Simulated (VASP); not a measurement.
Output of a VASP run:

File OSZICAR:
```
       N       E                     dE             d eps       ncg     rms          rms(c)
DAV:   1     0.286757984112E+01    0.28676E+01   -0.43350E+03   576   0.861E+02
DAV:   2    -0.141349700063E+01   -0.42811E+01   -0.42395E+01   704   0.502E+01
DAV:   3    -0.144465134738E+01   -0.31154E-01   -0.31154E-01   824   0.473E+00
DAV:   4    -0.144473371941E+01   -0.82372E-04   -0.82372E-04   720   0.195E-01
DAV:   5    -0.144473423527E+01   -0.51586E-06   -0.51601E-06   792   0.110E-02    0.816E+00
DAV:   6    -0.145354299938E+01   -0.88088E-02   -0.10479E-03   648   0.302E-01    0.489E+00
DAV:   7    -0.145870854451E+01   -0.51655E-02   -0.22484E-03   680   0.467E-01    0.469E-02
DAV:   8    -0.145871227236E+01   -0.37278E-05   -0.42940E-05   608   0.652E-02    0.151E-02
DAV:   9    -0.145871392883E+01   -0.16565E-05   -0.64751E-06   760   0.254E-02    0.310E-03
DAV:  10    -0.145871318469E+01    0.74414E-06   -0.18132E-06   600   0.108E-02    0.297E-03
DAV:  11    -0.145871325039E+01   -0.65694E-07   -0.83902E-08   472   0.259E-03
   1 F= -.16399064E+01 E0= -.16399018E+01  d E =-.930634E-05
```

**OUTCAR**
```
------------------------ aborting loop because EDIFF is reached ----------------------------------------
  Edisp (eV):   -0.18119
  FORCE on cell =-STRESS in cart. coord.  units (eV):
  Direction    XX          YY          ZZ          XY          YZ          ZX
  --------------------------------------------------------------------------------------
  Total       0.04533     0.04533     0.04533     0.00000     0.00000    -0.00000
  in kB       1.91053     1.91053     1.91053     0.00000     0.00000    -0.00000
  external pressure =        1.91 kB  Pullay stress =        0.00 kB
  volume of cell :       38.01
      direct lattice vectors                 reciprocal lattice vectors
     0.000000000  2.668723063  2.668723063    -0.187355521  0.187355521  0.187355521
     2.668723063  0.000000000  2.668723063     0.187355521 -0.187355521  0.187355521
     2.668723063  2.668723063  0.000000000     0.187355521  0.187355521 -0.187355521
 POSITION                                       TOTAL-FORCE (eV/Angst)
 -----------------------------------------------------------------------------------
      0.00000      0.00000      0.00000         0.000000     -0.000000      0.000000
 -----------------------------------------------------------------------------------
    total drift:                               -0.000000     -0.000000     -0.000000
  FREE ENERGIE OF THE ION-ELECTRON SYSTEM (eV)
  ---------------------------------------------------
  free  energy   TOTEN  =        -1.6399064340 eV

  energy  without entropy=       -1.6398971277  energy(sigma->0) =       -1.63990178
```
(Selected blocks of OUTCAR.)

### POSCAR
```
Yb
1
    0.0000000000     2.6687230626     2.6687230626
    2.6687230626     0.0000000000     2.6687230626
    2.6687230626     2.6687230626     0.0000000000
Yb
1
Direct
  0.0000000000   0.0000000000   0.0000000000
```

Problem. Reconstruct the remaining input files.

Solution. Several could match; the one computed here: the input of the run itself, PBE GGA with D4 dispersion, plane waves, VASP's PBE PAW potentials (set 64).

KPOINTS:
```
Automatic mesh
0
Gamma
9 9 9
0 0 0
```

INCAR:
```
SYSTEM = Yb
PREC = Accurate; ENCUT = 520; LREAL = .FALSE.
LASPH = .TRUE.
EDIFF = 1E-7; NELM = 100; ALGO = Normal
LMAXMIX = 6
ISMEAR = 0; SIGMA = 0.05
GGA = PE; IVDW = 13
ISIF = 2
LWAVE = .FALSE.; LCHARG = .FALSE.
```

POTCAR, in this order: Yb_2 (PBE.64 set). Program: vasp_std.

The 4f electrons are frozen in the core of the lanthanide potential, so 4f levels, which can set the real gap, and their magnetism are missing.

The compound is Yb in the fcc structure. It was relaxed first, which changed the volume by -8 %.
